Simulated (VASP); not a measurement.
Energy against volume of Rh (fcc). Computed with PBE GGA with D4 dispersion, VASP's PBE PAW potentials (set 64) (plane waves; VASP).

```
V (Å³/atom)  E (eV/atom)
-----------  -----------
12.778          -8.04755
13.186          -8.08626
13.593          -8.09852
14.001          -8.08865
14.409          -8.06052
```

Q: Fit a third-order Birch-Murnaghan equation of state.

A: 
- volume per atom = 13.60 Å³/atom
- bulk modulus = 287 GPa
- pressure derivative of the bulk modulus = 5.14
- lattice constant a = 3.789 Å

Measured: bulk modulus 271 GPa at 0 K (computed value off by +5.8 %), as given by H. Levämäki et al., Physical Review B (2014), arXiv:1402.3671 [corrected for temperature and zero-point phonon effects]; a 3.794 Å at 0 K (computed value off by -0.1 %), as given by Daniel Mejia-Rodriguez et al., Physical Review B (2018), arXiv:1807.09216 [static lattice: zero-point anharmonic expansion removed].

The compound is Rh in the fcc structure. It was relaxed first.
